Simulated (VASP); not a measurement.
Energy against volume of Fe (bcc). Method: rev-vdW-DF2, VASP's PBE PAW potentials (set 64) (plane waves; VASP). Settings: 520 eV cut-off, 18×18×18 Γ-centred mesh, first-order Methfessel-Paxton smearing of 0.10 eV, potentials Fe.

```
V (Å³/atom)  E (eV/atom)
-----------  -----------
10.369          -6.13021
10.700          -6.15378
11.031          -6.16166
11.361          -6.15674
```

Fit these four points and predict the energy of the run at 11.692 Å³/atom.

A cubic in V^(−2/3), the third-order Birch-Murnaghan form, passes through the four points with V0 = 11.06 Å³/atom and B0 = 203 GPa, and gives -6.1413 eV/atom there. The run gave -6.1401 eV/atom, +1.3 meV/atom from the fit; all five points give B0 = 211 GPa.

The compound is Fe in the bcc structure. It was relaxed first, which changed the volume by -6 %.
